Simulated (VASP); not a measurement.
Output of a VASP run:

### OUTCAR
```
 ion  position               nearest neighbor table
   1  0.237  0.237  0.237-   2 3.06   2 3.06   2 3.06   2 3.41   2 3.41   2 3.41
   2  0.763  0.763  0.763-   1 3.06   1 3.06   1 3.06   1 3.41   1 3.41   1 3.41
  LATTYP: Found a trigonal (rhomboedric) cell.
 ALAT       =     4.6272699462
 COS(alpha) =     0.5283518720
 Subroutine PRICEL returns:
 Original cell was already a primitive cell.
 Subroutine GETGRP returns: Found 12 space group operations
The static configuration has the point symmetry D_3d.
The dynamic configuration has the point symmetry D_3d.
 Subroutine INISYM returns: Found 12 space group operations
 Subroutine IBZKPT returns following result:
 Found    116 irreducible k-points:

 Following reciprocal coordinates:
            Coordinates               Weight
  0.000000  0.000000  0.000000      1.000000
  0.100000  0.000000 -0.000000      6.000000
  0.200000  0.000000 -0.000000      6.000000
  0.300000  0.000000 -0.000000      6.000000
  0.400000  0.000000 -0.000000      6.000000
  0.500000  0.000000 -0.000000      3.000000
  0.100000  0.100000 -0.000000      6.000000
  0.200000  0.100000  0.000000     12.000000
  0.300000  0.100000  0.000000     12.000000
  0.400000  0.100000 -0.000000     12.000000
  0.500000  0.100000  0.000000     12.000000
 -0.400000  0.100000  0.000000     12.000000
 -0.300000  0.100000  0.000000     12.000000
 -0.200000  0.100000  0.000000     12.000000
 -0.100000  0.100000  0.000000      6.000000
  0.200000  0.200000 -0.000000      6.000000
  0.300000  0.200000 -0.000000     12.000000
  0.400000  0.200000 -0.000000     12.000000
  0.500000  0.200000 -0.000000     12.000000
 -0.400000  0.200000  0.000000     12.000000
 -0.300000  0.200000  0.000000     12.000000
 -0.200000  0.200000  0.000000      6.000000
  0.300000  0.300000 -0.000000      6.000000
  0.400000  0.300000 -0.000000     12.000000
  0.500000  0.300000 -0.000000     12.000000
 -0.400000  0.300000 -0.000000     12.000000
 -0.300000  0.300000  0.000000      6.000000
  0.400000  0.400000  0.000000      6.000000
  0.500000  0.400000 -0.000000     12.000000
 -0.400000  0.400000  0.000000      6.000000
  0.500000  0.500000 -0.000000      3.000000
  0.100000  0.100000  0.100000      2.000000
  0.200000  0.100000  0.100000      6.000000
  0.300000  0.100000  0.100000      6.000000
  0.400000  0.100000  0.100000      6.000000
  0.500000  0.100000  0.100000      6.000000
 -0.400000  0.100000  0.100000      6.000000
 -0.300000  0.100000  0.100000      6.000000
 -0.200000  0.100000  0.100000      6.000000
 -0.100000  0.100000  0.100000      6.000000
   k-points           NKPTS =    116   k-points in BZ     NKDIM =    116   number of bands    NBANDS=     19
   number of dos      NEDOS =    301   number of ions     NIONS =      2
   total plane-waves  NPLWV =  46656
   dimension x,y,z NGX =    36 NGY =   36 NGZ =   36
   dimension x,y,z NGXF=    72 NGYF=   72 NGZF=   72
   ions per type =               2
   PREC   = accura    normal or accurate (medium, high low for compatibility)
   ISTART =      0    job   : 0-new  1-cont  2-samecut
   ICHARG =      2    charge: 1-file 2-atom 10-const
   ISPIN  =      1    spin polarized calculation?
   LNONCOLLINEAR =      F non collinear calculations
   LSORBIT =      F    spin-orbit coupling
   INIWAV =      1    electr: 0-lowe 1-rand  2-diag
   ENCUT  =  500.0 eV  36.75 Ry    6.06 a.u.   8.44  8.44  8.44*2*pi/ulx,y,z
   NELM   =    100;   NELMIN=  2; NELMDL= -5     # of ELM steps
   EDIFF  = 0.1E-05   stopping-criterion for ELM
   LREAL  =      F    real-space projection
   NLSPLINE    = F    spline interpolate recip. space projectors
   LMAXMIX     =    4 max onsite mixed and CHGCAR
   VOSKOWN=      0    Vosko Wilk Nusair interpolation
   EDIFFG = -.2E-01   stopping-criterion for IOM
   NSW    =     40    number of steps for IOM
   NBLOCK =      1;   KBLOCK =     40    inner block; outer block
...
```

File OSZICAR:
```
       N       E                     dE             d eps       ncg     rms          rms(c)
DAV:   1     0.291431524628E+03    0.29143E+03   -0.16466E+04  4411   0.188E+03
DAV:   2     0.144438924377E+02   -0.27699E+03   -0.27297E+03  4432   0.456E+02
DAV:   3    -0.831660003118E+01   -0.22760E+02   -0.22371E+02  5119   0.154E+02
DAV:   4    -0.911020925956E+01   -0.79361E+00   -0.79100E+00  4939   0.311E+01
DAV:   5    -0.915067529460E+01   -0.40466E-01   -0.40463E-01  5962   0.641E+00    0.106E+00
DAV:   6    -0.913616161272E+01    0.14514E-01   -0.23174E-02  5331   0.172E+00    0.613E-01
DAV:   7    -0.912938561323E+01    0.67760E-02   -0.13425E-02  5229   0.142E+00    0.106E-01
DAV:   8    -0.912930411139E+01    0.81502E-04   -0.13824E-03  4695   0.496E-01    0.167E-02
DAV:   9    -0.912930832008E+01   -0.42087E-05   -0.64928E-05  6547   0.765E-02    0.807E-03
DAV:  10    -0.912930801302E+01    0.30706E-06   -0.25723E-06  3807   0.123E-02
   1 F= -.91293080E+01 E0= -.91293680E+01  d E =-.912931E+01
       N       E                     dE             d eps       ncg     rms          rms(c)
DAV:   1    -0.913120205101E+01   -0.18937E-02   -0.57014E-02  4897   0.378E+00    0.226E-01
DAV:   2    -0.912964635552E+01    0.15557E-02   -0.33803E-03  4826   0.964E-01    0.953E-02
DAV:   3    -0.912933042107E+01    0.31593E-03   -0.13985E-03  5775   0.570E-01    0.145E-02
DAV:   4    -0.912933030030E+01    0.12077E-06   -0.58718E-05  4663   0.882E-02    0.550E-03
DAV:   5    -0.912933062838E+01   -0.32808E-06   -0.10068E-05  5772   0.442E-02    0.373E-03
DAV:   6    -0.912933040251E+01    0.22588E-06   -0.10986E-06  2279   0.200E-02
   2 F= -.91293304E+01 E0= -.91293916E+01  d E =-.223895E-04
```

**OUTCAR**
```
------------------------ aborting loop because EDIFF is reached ----------------------------------------
  FORCE on cell =-STRESS in cart. coord.  units (eV):
  Direction    XX          YY          ZZ          XY          YZ          ZX
  --------------------------------------------------------------------------------------
  Total       -0.0335977     -0.0182391     -0.0199345      0.0000000      0.0000000     -0.0051028
  in kB       -0.8014492     -0.4350806     -0.4755227      0.0000000      0.0000000     -0.1217238
  external PRESSURE =      -0.5706841 kB  Pullay stress =       0.0000000 kB
  volume of cell :       67.17
      direct lattice vectors                 reciprocal lattice vectors
     4.045919709 -2.249416736 -0.024271764     0.123015224 -0.222279844 -0.094359955
     4.045919709  2.249416736 -0.024271764     0.123015224  0.222279844 -0.094359955
     2.817488026  0.000000000  3.673103907     0.001625762  0.000000000  0.271002253
 POSITION                                       TOTAL-FORCE (eV/Angst)
 -----------------------------------------------------------------------------------
      2.58789      0.00000      0.85981        -0.004573      0.000000     -0.001519
      8.32144      0.00000      2.76475         0.004573      0.000000      0.001519
 -----------------------------------------------------------------------------------
    total drift:                               -0.000000      0.000000     -0.000000
  FREE ENERGIE OF THE ION-ELECTRON SYSTEM (eV)
  ---------------------------------------------------
  free  energy   TOTEN  =        -9.1293304025 eV

  energy  without entropy=       -9.1295140932  energy(sigma->0) =       -9.12939163

 reached required accuracy - stopping structural energy minimisation
```
(Selected blocks of OUTCAR.)

File POSCAR:
```
Bi
1
    4.0449616149    -2.2470816330    -0.0231694495
    4.0449616149     2.2470816330    -0.0231694495
    2.8178051582     0.0000000000     3.6703680024
Bi
2
Direct
  0.2371943245   0.2371943245   0.2371943245
  0.7628056755   0.7628056755   0.7628056755
```

Question: Reconstruct the remaining input files.

Answer: Several could match; the one computed here: the input of the run itself, LDA (Ceperley-Alder, Perdew-Zunger), plane waves, VASP's LDA PAW potentials (set 64).

KPOINTS:
```
K-points
0
gamma
  10 10 10
```

INCAR:
```
ALGO = Normal
EDIFF = 1E-6
EDIFFG = -0.02
ENCUT = 500
IBRION = 2
ISIF = 3
ISMEAR = 1
LASPH = T
LCHARG = F
LMAXMIX = 4
LREAL = F
LWAVE = F
NELM = 100
NSW = 40
PREC = Accurate
SIGMA = 0.1
SYSTEM = Bi
```

POTCAR, in this order: Bi_d (LDA.64 set). Program: vasp_std.

The compound is Bi in the a7 structure. This run relaxes it. Symmetry was kept, so distortions that lower it aren't found.
